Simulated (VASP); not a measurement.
```yaml
crystal:
  lattice:
    - [0.00000, 2.98743, 2.98743]
    - [2.98743, 0.00000, 2.98743]
    - [2.98743, 2.98743, 0.00000]
  atoms:
    - { symbol: Cd, position: [0.00000, 0.00000, 0.00000] }
    - { symbol: S, position: [0.25000, 0.25000, 0.25000] }
```

Method: optB88-vdW, VASP's PBE PAW potentials (set 64) (plane waves; VASP). Settings: 520 eV cut-off, 8×8×8 Γ-centred mesh, Gaussian smearing of 0.050 eV, potentials Cd S.

Question: Estimate the energy per atom (σ→0), pressure, band gap (on the k-mesh) with the smallest direct gap where there is one.

Answer: 
The band gap (on the k-mesh) comes out as 0.85 eV and the smallest direct gap (on the k-mesh) is 0.85 eV. The energy per atom (σ→0) comes out as -0.662 eV/atom and the pressure comes out as -15.4 kbar.

Only differences to runs with the same potentials and settings are physical.

The compound is CdS in the zinc blende structure, a metastable form; wurtzite is the usual one. This cell is one point of a volume scan, at 1.03 of the reference volume.
